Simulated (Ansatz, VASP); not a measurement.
## Sb (Antimony) in two plane-wave programs

One calculation is typed for both programs; each brings its own data sets. How far apart do they land? The cell is taken from a series of runs on this material, whose earlier steps may have relaxed, scaled, displaced or heated it; both programs get it as it stands.

Method: plane waves, with VASP 6.6.1 beside it; PBEsol, in Ansatz 0.2.0.

## 1. The starting structure

It takes space group R-3m (No. 166, trigonal). The conventional cell has a = 4.355 Å, b = 4.355 Å, c = 11.338 Å, α = 90.00°, β = 90.00°, γ = 120.00°. Sb has 3 Sb at 2.94 Å nearest.

## 2. Ansatz: zone-centre phonons, PBEsol

Ansatz runs on its PAW soft_1 files.

Second derivatives magnify differences that forces hide, and they need a tight electronic threshold.

File input.yaml:

```yaml
crystal:
  lattice:
    - [2.17735908, 1.257098851, 3.7793177746]
    - [-2.17735908, 1.257098851, 3.7793177746]
    - [0.0, -2.514197702, 3.7793177746]
  atoms:
    - { symbol: Sb, position: [0.2335931027, 0.2335931027, 0.2335931027] }
    - { symbol: Sb, position: [0.7664068973, 0.7664068973, 0.7664068973] }
kpoints:
  mp_grid: { grid: [12, 12, 12] }
hamiltonian:
  xc: pbesol
  pseudopotentials: { kind: paw, azcp: { folder: soft_1 }, xc_functional: pbe }
scf:
  occupations: { method: methfessel_paxton, width: 0.2 }
output:
  eigenvalues: true
phonons:
  method: dfpt
```

Run with:

```sh
> ansatz run input.yaml --threads 4 --pin off --max-ram 10240MiB --backend cpu --events-out ev --progress --plain --runs-dir out
```

Numbers of over 12 decimals in the logs are rounded to 6 here.

The program printed:

```text
Engine: ansatz 0.2.0, x86_64-unknown-linux-gnu
Pseudopotentials: kind: paw
Pseudopotential: Sb, paw, valence charge 15, recommended cutoff 420 eV (normal), soft_1/Sb.paw.azcp
Functional definition: PBEsol
  exchange = pbesol_x
  correlation = pbesol_c
Crystal: 2 atoms, lattice volume = 62.067 Å³
Basis set: ecut = 420 eV, 1219 PW (Γ), exchange–correlation on 64×64×64 points (8 copies of the dense FFT grid, shifted against one another)
Bands: 19, of which v1, the nominal top of the filled ones, is band 15 counted from 1 (14 counted from 0)
Symmetry: 12 space group operations
k-points: 476 of 1728 (irreducible under 2 space group operations, time reversal used)
Non-local potential: Sb, projectors of the file, l = 0: 2, l = 1: 2, l = 2: 2, l = 3: 1
PAW form: soft (Blöchl's): semilocal exchange-correlation on the pseudo side does not see the compensation charge
PAW frozen core: Sb, regenerated for the run's functional, and the local potential with it (the file was generated under x = pbe(κ = 0.804, μ = 0.219515), c = pbe(β = 0.066725))
PAW one-centre angular grid: Sb, 590 points (default); XC on 64 Gauss nodes
Initial density: superposition of atomic densities (chi_scale 0.1, normalization cell)
Initial wavefunctions: pseudopotential atomic-orbital guess
Functional: x = pbesol(κ = 0.804, μ = 0.123457), c = pbesol(β = 0.046)
SCF iter   1: F=—  HF=-12816.327843 eV  |F-HF|=—  |Δ(HF+E_count)|=         —  Δρ=1.46e-2  dr2=1.01e-1  ethr=3.10e-3  ⟨swp⟩=5.9  Hψ=46849  notcnv=0
preconditioner: auto → none  [insulator: Δε(μ)=0.142 eV  Ē_g=8.534 eV  σ=0.200 eV  W_gap=0.53  n_scr=14 (ndim 8)  ℏωp=14.9 eV  f_vac=0.000  D(μ)=0.08/eV (n_scr^D=0)  ε∞_Penn≈4.1]
SCF iter   2: F=—  HF=-12816.315854 eV  |F-HF|=—  |Δ(HF+E_count)|=   1.20e-2  S|Δr|=    0.00e0  Δρ=7.01e-3  dr2=2.22e-2  ethr=3.38e-4  ⟨swp⟩=1.0  Hψ=12855  notcnv=0
SCF iter   3: F=—  HF=-12816.314760 eV  |F-HF|=—  |Δ(HF+E_count)|=   1.09e-3  S|Δr|=    0.00e0  Δρ=5.52e-4  dr2=2.52e-4  ethr=7.41e-5  ⟨swp⟩=1.8  Hψ=10893  notcnv=0
SCF iter   4: F=—  HF=-12816.314757 eV  |F-HF|=—  |Δ(HF+E_count)|=   3.34e-6  S|Δr|=    0.00e0  Δρ=3.08e-4  dr2=5.56e-5  ethr=8.39e-7  ⟨swp⟩=2.0  Hψ=16202  notcnv=0
SCF iter   5: F=—  HF=-12816.314741 eV  |F-HF|=—  |Δ(HF+E_count)|=   1.62e-5  S|Δr|=    0.00e0  Δρ=6.88e-5  dr2=2.28e-6  ethr=1.85e-7  ⟨swp⟩=2.7  Hψ=16144  notcnv=0
SCF iter   6: F=—  HF=-12816.314741 eV  |F-HF|=—  |Δ(HF+E_count)|=   1.41e-8  S|Δr|=    0.00e0  Δρ=9.89e-6  dr2=3.55e-8  ethr=7.58e-9  ⟨swp⟩=3.0  Hψ=16225  notcnv=0
SCF iter   7: F=—  HF=-12816.314741 eV  |F-HF|=—  |Δ(HF+E_count)|=  6.22e-10  S|Δr|=    0.00e0  Δρ=6.69e-7  dr2=2.72e-10  ethr=1.18e-10  ⟨swp⟩=3.0  Hψ=16750  notcnv=0
SCF iter   8: F=-12816.314741 eV  HF=-12816.314741 eV  |F-HF|=1.82e-12  |Δ(HF+E_count)|=  4.73e-11  S|Δr|=    0.00e0  Δρ=8.08e-8  dr2=2.41e-12  ethr=1.00e-12  ⟨swp⟩=5.9  Hψ=56166  notcnv=0
SCF 1 converged in 8 iterations: F = -12816.314741 eV  dr2 = 2.41e-12
  greatest PAW one-centre occupation: 0.996 electrons in one spin orbital (limit 2), on the Sb atom at site 1 (counted from 0), in its partial waves of l = 2
DFPT response loops at Γ: preconditioner auto → Kerker (q_TF=auto, 2.417 Å⁻¹) (partly filled bands, converged f_vac=0.002); β = 1.00, the filter's whole step (`scf.mixing.beta` (0.50) is not read by the response loops under this deck's `scf.mixing.preconditioner`; to damp them name `kerker` or `kerker_dos`, under which they read `scf.mixing.beta`, and type it under 1.00, their step now; both keys bind the ground state too); Broyden in place of MSR1
SCF converged after 8 iterations
Stability not checked: this state was not tested for a lower state beside it, because cold or Methfessel-Paxton smearing, or corrected tetrahedra, fill the levels in a way that the test cannot read (fill_not_monotonic; see scf.lower_state_search)
Free energy (F): -12816.314741 eV
Harris-Foulkes:  -12816.314741 eV  (|F-HF|=1.82e-12)
Internal energy: -12816.316856 eV  (E = F + TS)
E sigma→0 (E₀):  -12816.315270 eV
Entropy (-TS):   0.002116 eV (1.058 meV/atom)
Fermi energy:    9.685975 eV
--- Per-component energies (eV) ---
  E_band       = -345.719842
  E_kinetic    = 325.202438
  E_local      = -3210.597775  (includes V_loc(G=0)·N_el)
  E_nonlocal   = 782.289235
  E_hartree    = 1326.087609
  E_xc         = -196.256785
  E_vxc        = -181.332748  (∫ρ·V_xc dr)
  E_paw        = -8934.775994  (= ΣΔE_a)
  E_vpaw       = -713.456391  (= ΣTr[D̂ρ^β])
  E_aug_tail   = 0.000267  (compensation charges beyond the density's cutoff)
  E_ewald      = -2908.929561
  E_core_change = 0.663710  (= ΣΔE_core)
  E_smearing   = 0.002116  (= −TS)
  E_closure    = -0.000000  (closes the sum)
  Σ components = -12816.314741   (vs F -12816.314741, Δ=0.00e0)
--- Band table (eV; the first three rows and the last of 476) ---
  k-point 0: bands = [... 11 lower, 4.7605, 7.7808, 7.9893, 7.9893, 11.8065, 12.3914, 12.3914, 14.8580]
  k-point 1: bands = [... 11 lower, 4.4449, 7.8081, 7.9724, 8.1003, 11.7678, 12.1750, 12.2098, 14.5013]
  k-point 2: bands = [... 11 lower, 3.6824, 7.8145, 7.9328, 8.3736, 11.4871, 11.6872, 11.7419, 14.2922]
  k-point 475: bands = [... 11 lower, 0.8488, 8.4664, 8.4664, 9.1686, 9.8693, 9.8693, 10.7429, 16.6703]
--- Phonons (Γ-DFPT): 2 representative perturbations + reference, on 476 of 1728 k-points (Σ response iterations 6) ---
  k mesh reduced under 2 symmetry operations, with k and −k counted as one. Each operation leaves every solved perturbation unchanged. A smaller set is not used because it would not reduce the number of displacements times k-points to solve
  ASR residual: 3.389e-5 → 0.000e0 eV/Å²; symmetrization residual: 1.909e-5 eV/Å²
  ASR residual per site (eV/Å²): 3.39e-5 3.39e-5
  Γ frequencies (cm⁻¹): 0.00 0.00 0.00 103.44 103.44 146.79
  non-analytic LO–TO correction: not included (Born effective charges unavailable; polar crystals: no LO–TO splitting at Γ)
```

## 3. VASP: zone-centre phonons, PBEsol

The same cell, functional, mesh and smearing now go to VASP, with its own data sets.

Lines of VASP's logs that name or quote its potential files are left out, and so is its time.

File INCAR:

```
SYSTEM = Sb
PREC = Accurate
ENCUT = 500
EDIFF = 1E-08
NELM = 120
ISMEAR = 1
SIGMA = 0.2
LREAL = .FALSE.
ALGO = Normal
GGA = PS
NBANDS = 11
LORBIT = 11
LWAVE = .FALSE.
LCHARG = .FALSE.
ISIF = 2
IBRION = 8
LASPH = .TRUE.
GGA_COMPAT = .FALSE.
KPAR = 2
```

File POSCAR:

```
Sb
1.0
    2.1773590800      1.2570988510      3.7793177746
   -2.1773590800      1.2570988510      3.7793177746
    0.0000000000     -2.5141977020      3.7793177746
Sb
2
Direct
    0.2335931027      0.2335931027      0.2335931027
    0.7664068973      0.7664068973      0.7664068973
```

File KPOINTS:

```
Automatic mesh
0
Gamma
12 12 12
0 0 0
```

PAW data sets: Sb (PBE family, release 64).

Run with:

```sh
> mpirun -np 2 vasp_std
```

The program printed:

```text
[banner, memory and clock lines left out]
running    2 mpi-ranks, on    1 nodes
 distrk:  each k-point on    1 cores,    2 groups
 distr:  one band on    1 cores,    1 groups

 POSCAR found type information on POSCAR Sb
 POSCAR found :  1 types and       2 ions
|                                                                             |
|               ----> ADVICE to this user running VASP <----                  |
|                                                                             |
|     You enforced a specific xc type in the INCAR file but a different       |
|     [... a line on the potential file left out ...]
|     I HOPE YOU KNOW WHAT YOU ARE DOING!                                     |
|                                                                             |

 LDA part: xc-table for (Slater+PW92), standard interpolation
 POSCAR, INCAR and KPOINTS ok, starting setup
 FFT: planning ... GRIDC
 FFT: planning ... GRID_SOFT
 FFT: planning ... GRID
 WAVECAR not read
 entering main loop
       N       E                     dE             d eps       ncg     rms          rms(c)
DAV:   1     0.345788569980E+02    0.34579E+02   -0.34941E+03  4158   0.689E+02
DAV:   2    -0.716484357708E+01   -0.41744E+02   -0.40346E+02  5598   0.112E+02
DAV:   3    -0.910107104655E+01   -0.19362E+01   -0.19133E+01  5076   0.270E+01
DAV:   4    -0.912002264781E+01   -0.18952E-01   -0.18932E-01  4707   0.305E+00
DAV:   5    -0.912023654645E+01   -0.21390E-03   -0.21390E-03  4833   0.377E-01    0.277E+00
DAV:   6    -0.911070490352E+01    0.95316E-02   -0.24588E-03  4719   0.301E-01    0.166E+00
DAV:   7    -0.910478234691E+01    0.59226E-02   -0.60194E-03  4554   0.462E-01    0.597E-02
DAV:   8    -0.910481561504E+01   -0.33268E-04   -0.15476E-04  4770   0.862E-02    0.187E-02
DAV:   9    -0.910482484338E+01   -0.92283E-05   -0.17902E-05  4665   0.267E-02    0.567E-03
DAV:  10    -0.910482427264E+01    0.57075E-06   -0.26958E-06  4770   0.899E-03    0.837E-04
DAV:  11    -0.910482432602E+01   -0.53383E-07   -0.17579E-07  4713   0.280E-03    0.534E-04
DAV:  12    -0.910482436565E+01   -0.39632E-07   -0.20195E-08  4661   0.798E-04    0.132E-04
DAV:  13    -0.910482437944E+01   -0.13785E-07   -0.16268E-09  2343   0.258E-04    0.413E-05
DAV:  14    -0.910482437707E+01    0.23631E-08   -0.21879E-10  2292   0.114E-04
   1 F= -.91048244E+01 E0= -.91055502E+01  d E =0.217747E-02
 Linear response reoptimize wavefunctions to high precision
DAV:   1    -0.910482437698E+01    0.91347E-10   -0.23965E-11  2463   0.432E-05
 Linear response DOF=           2
 Linear response progress:
  Degree of freedom:   1/  2
       N       E                     dE             d eps       ncg     rms          rms(c)
RMM:   1    -0.250304022428E-01   -0.25030E-01    0.25912E-02 38445   0.116E+00
RMM:   2    -0.247999799871E-01    0.23042E-03   -0.15613E-03 30128   0.233E-01    0.449E-02
RMM:   3    -0.247844836989E-01    0.15496E-04   -0.42978E-05 31867   0.386E-02    0.267E-02
RMM:   4    -0.248038311112E-01   -0.19347E-04   -0.18311E-05 31955   0.193E-02    0.221E-03
RMM:   5    -0.248103890326E-01   -0.65579E-05   -0.15574E-06 32650   0.344E-03    0.918E-04
RMM:   6    -0.248123180227E-01   -0.19290E-05   -0.65612E-08 32053   0.911E-04    0.282E-04
RMM:   7    -0.248115184253E-01    0.79960E-06    0.11431E-07 33173   0.221E-04    0.640E-05
RMM:   8    -0.248114111754E-01    0.10725E-06   -0.23276E-08 33590   0.540E-05    0.122E-05
RMM:   9    -0.248113960700E-01    0.15105E-07   -0.16570E-08 33592   0.147E-05    0.129E-06
RMM:  10    -0.248113889381E-01    0.71319E-08   -0.24278E-09 32079   0.356E-06    0.681E-07
 first order change of Fermi-energy  -0.31139E-04
 force on displaced ion       1 direction 1 :  -2.525   0.000   0.000
 Linear response progress:
  Degree of freedom:   2/  2
       N       E                     dE             d eps       ncg     rms          rms(c)
RMM:   1    -0.261294508850E-01   -0.26129E-01    0.20760E-02  8074   0.117E+00
RMM:   2    -0.251905168019E-01    0.93893E-03   -0.15004E-03  6467   0.238E-01    0.462E-02
RMM:   3    -0.250610274214E-01    0.12949E-03   -0.46913E-05  6914   0.431E-02    0.279E-02
RMM:   4    -0.249600380202E-01    0.10099E-03   -0.30773E-05  6768   0.262E-02    0.741E-03
RMM:   5    -0.249662742460E-01   -0.62362E-05   -0.83495E-07  6991   0.545E-03    0.269E-03
RMM:   6    -0.249682749226E-01   -0.20007E-05   -0.57886E-08  7053   0.113E-03    0.775E-04
RMM:   7    -0.249675383006E-01    0.73662E-06    0.59240E-09  7100   0.325E-04    0.238E-04
RMM:   8    -0.249675708876E-01   -0.32587E-07    0.28363E-09  7161   0.778E-05    0.383E-05
RMM:   9    -0.249675761437E-01   -0.52561E-08   -0.61005E-12  7233   0.207E-05    0.160E-05
 first order change of Fermi-energy   0.55888E+00
 force on displaced ion       1 direction 3 :   0.000  -0.000  -4.974
 Linear response finished
```

OUTCAR, selected parts (step 3):

```text
ion  position               nearest neighbor table
   1  0.234  0.234  0.234-   2 2.94   2 2.94   2 2.94   2 3.38   2 3.38   2 3.38
   2  0.766  0.766  0.766-   1 2.94   1 2.94   1 2.94   1 3.38   1 3.38   1 3.38

  LATTYP: Found a trigonal (rhomboedric) cell.
 ALAT       =     4.5392106060
 COS(alpha) =     0.5398181954

 Subroutine GETGRP returns: Found 12 space group operations
 (whereof 12 operations were pure point group operations)

The static configuration has the point symmetry D_3d.

 Found    189 irreducible k-points:

   k-points           NKPTS =    189   k-points in BZ     NKDIM =    189   number of bands    NBANDS=     11

   dimension x,y,z NGX =    36 NGY =   36 NGZ =   36
   dimension x,y,z NGXF=    72 NGYF=   72 NGZF=   72

   ENCUT  =  500.0 eV  36.75 Ry    6.06 a.u.   8.28  8.28  8.28*2*pi/ulx,y,z

   NELECT =      10.0000    total number of electrons

 k-points in reciprocal lattice and weights: Automatic mesh
   0.00000000  0.00000000  0.00000000       0.001
   0.08333333  0.00000000 -0.00000000       0.003
   0.16666667 -0.00000000 -0.00000000       0.003
   0.25000000  0.00000000 -0.00000000       0.003
   0.33333333  0.00000000 -0.00000000       0.003
   0.41666667  0.00000000 -0.00000000       0.003
   0.50000000  0.00000000 -0.00000000       0.002
   0.08333333  0.08333333 -0.00000000       0.003
   0.16666667  0.08333333 -0.00000000       0.007
[...]
-0.41666667  0.50000000  0.41666667       0.003
   0.50000000  0.50000000  0.50000000       0.001

 average (electrostatic) potential at core
       1 -86.0009       2 -86.0009

  Total       -0.5118879     -0.5118879     -0.5358920     -0.0000000      0.0000000      0.0000000
  in kB      -13.2136033    -13.2136033    -13.8332330     -0.0000000      0.0000000      0.0000000
  external PRESSURE =     -13.4201465 kB  Pullay stress =       0.0000000 kB

  energy-cutoff  :      500.00
  volume of cell :       62.07
      direct lattice vectors                 reciprocal lattice vectors
     2.177359080  1.257098851  3.779317775     0.229635986  0.132580399  0.088199340
    -2.177359080  1.257098851  3.779317775    -0.229635986  0.132580399  0.088199340
     0.000000000 -2.514197702  3.779317775     0.000000000 -0.265160797  0.088199340

 POSITION                                       TOTAL-FORCE (eV/Angst)
 -----------------------------------------------------------------------------------
      0.00000      0.00000      2.64847         0.000000     -0.000000      0.048310
      0.00000      0.00000      8.68949         0.000000      0.000000     -0.048310
 -----------------------------------------------------------------------------------
    total drift:                               -0.000000     -0.000000      0.000000

 Eigenvectors and eigenvalues of the dynamical matrix
 ----------------------------------------------------

   1 f  =    4.468670 THz    28.077479 2PiTHz  149.058774 cm-1    18.480924 meV
             X         Y         Z           dx          dy          dz
      0.000000  0.000000  2.648468     0.000000    0.000000   -0.707107
      0.000000  0.000000  8.689486     0.000000    0.000000    0.707107

   2 f  =    3.184268 THz    20.007345 2PiTHz  106.215742 cm-1    13.169068 meV
             X         Y         Z           dx          dy          dz
      0.000000  0.000000  2.648468    -0.000000   -0.707107   -0.000000
      0.000000  0.000000  8.689486     0.000000    0.707107    0.000000

   3 f  =    3.184268 THz    20.007345 2PiTHz  106.215742 cm-1    13.169068 meV
             X         Y         Z           dx          dy          dz
      0.000000  0.000000  2.648468     0.707107   -0.000000   -0.000000
      0.000000  0.000000  8.689486    -0.707107   -0.000000    0.000000

   4 f  =    0.000000 THz     0.000000 2PiTHz    0.000000 cm-1     0.000000 meV
             X         Y         Z           dx          dy          dz
      0.000000  0.000000  2.648468     0.707107   -0.000000   -0.000000
      0.000000  0.000000  8.689486     0.707107   -0.000000    0.000000

   5 f  =    0.000000 THz     0.000000 2PiTHz    0.000000 cm-1     0.000000 meV
             X         Y         Z           dx          dy          dz
      0.000000  0.000000  2.648468     0.000000    0.707107    0.000000
      0.000000  0.000000  8.689486     0.000000    0.707107    0.000000

   6 f  =    0.000000 THz     0.000000 2PiTHz    0.000000 cm-1     0.000000 meV
             X         Y         Z           dx          dy          dz
      0.000000  0.000000  2.648468     0.000000   -0.000000    0.707107
      0.000000  0.000000  8.689486     0.000000    0.000000    0.707107

 ELASTIC MODULI CONTR FROM IONIC RELAXATION (kBar)
 Direction    XX          YY          ZZ          XY          YZ          ZX
 --------------------------------------------------------------------------------
 XX         -99.8096    -56.2138   -136.2895      0.0000     71.2689     -0.0000
 YY         -56.2138    -99.8096   -136.2895      0.0000    -71.2689     -0.0000
 ZZ        -136.2895   -136.2895   -238.1029      0.0000     -0.0000     -0.0000
 XY           0.0000      0.0000      0.0000    -21.7979     -0.0000     68.6854
 YZ          71.2689    -71.2689     -0.0000     -0.0000   -233.0158      0.0000
 ZX          -0.0000     -0.0000     -0.0000     68.6854      0.0000   -216.4286
 --------------------------------------------------------------------------------
```

## 4. Comparison

Known differences besides the potentials themselves: the data sets hold 30 valence electrons in Ansatz (on its PAW soft_1 files) and 10 in VASP; the cutoff is 420 eV in Ansatz and 500 eV in VASP; Ansatz makes its cores anew for this functional, VASP keeps those of its PBE data sets. Total energies have different zeros and are not compared.

The two programs side by side:

```csv
quantity,Ansatz,VASP,difference
optical mode 1 to 2 (cm⁻¹),103.4,106.2,-2.61 %
optical mode 3 (cm⁻¹),146.8,149.1,-1.52 %
```

Modes are paired by rising frequency, not by their patterns, so a pair may set unlike modes beside each other; they are those without the splitting of longitudinal modes.

## 5. Outcome

| Quantity | Value |
| --- | --- |
| r.m.s. difference of the optical zone-centre modes, each program's sorted by frequency (zone-centre phonons, PBEsol) | 2.6 cm⁻¹ |
| difference in optical mode 1 to 2 (zone-centre phonons, PBEsol) | -2.6 % |

In words: The r.m.s. difference of the optical zone-centre modes, each program's sorted by frequency is 2.6 cm⁻¹ (zone-centre phonons, PBEsol). The data sets hold unlike numbers of valence electrons (30 in Ansatz and 10 in VASP), so part of the differences may come from the potentials. Among the rows given in per cent, the largest difference of the zone-centre phonons, PBEsol pair is in optical mode 1 to 2, -2.6 %. Such differences can come from data sets, numerical settings and the points named under the comparisons, not from the functional's error against experiment.

[Lines on the potential files, build, host, timing and source positions are cut from VASP's logs without a mark.]

[Logs are printed without paths, hosts, clocks, repeated set-up lines and the standing remarks that a program may print on its own settings, such as how far it seeks lower states.]

[Hosts, paths, dates, database ids (printed as entryN), source tags and the programs' standing remarks are cut or masked in the printed files.]
